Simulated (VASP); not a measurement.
VASP ran on this input.

INCAR:
```
SYSTEM = CoGa
PREC = Accurate
ENCUT = 150
EDIFF = 1E-6
NELM = 100
ALGO = Normal
LREAL = .FALSE.
LASPH = .TRUE.
ISMEAR = 0
SIGMA = 0.272
LMAXMIX = 4
LWAVE = .FALSE.
LCHARG = .FALSE.
ISIF = 2
```

### KPOINTS
```
Automatic mesh
0
Gamma
4 4 4
0.5 0.5 0.5
```

**POSCAR**
```
CoGa
2.880
  1.0000000000   0.0000000000   0.0000000000
  0.0000000000   1.0000000000   0.0000000000
  0.0000000000   0.0000000000   1.0000000000
Ga Co
1 1
direct
  0.4945870000   0.5012000000   0.5001660000
  0.0054130000  -0.0012000000  -0.0001660000
```

POTCAR, in this order: Ga_d Co (LDA.64 set). Program: vasp_std.

Task: Translate this LDA calculation to Ansatz.

Result: One equivalent input (not run):
Ansatz 0.2 input:
```yaml
crystal:
  lattice:
    - [2.8800000, 0.0000000, 0.0000000]
    - [0.0000000, 2.8800000, 0.0000000]
    - [0.0000000, 0.0000000, 2.8800000]
  atoms:
    - { symbol: Ga, position: [0.4945870, 0.5012000, 0.5001660] }
    - { symbol: Co, position: [0.0054130, -0.0012000, -0.0001660] }
kpoints:
  mp_grid: { grid: [4, 4, 4], shift: [0.5, 0.5, 0.5] }
hamiltonian:
  xc: lda
  pseudopotentials: { kind: paw }
scf:
  occupations: { method: gaussian, width: 0.272 }
  max_iter: 100
output: { forces: true, stress: true, eigenvalues: true }
```
Limits of the translation: each code has its own PAW files, so the cut-off isn't converted (ENCUT is set for VASP's; basis.ecutwfc is left out, and Ansatz then takes the one that its files recommend); Ansatz stops its SCF on the density residual and VASP on the energy change (EDIFF); Ansatz's lda is the Perdew-Wang form, while the LDA potentials of VASP carry Perdew-Zunger's.

The structure is a typed CoGa crystal. The cell was not relaxed at this level, atoms are displaced from their ideal sites. The k-mesh is coarse (spacing up to 0.55 per Å, 2π included), so the numbers may not be converged in it. The run is one of a series of settings (ENCUT = 150, GGA removed, KPOINTS 4×4×4 Γ-centred mesh shifted by (0.5, 0.5, 0.5), POTCAR Ga_d Co (LDA.64 set) against the base run), some of them coarse on purpose.
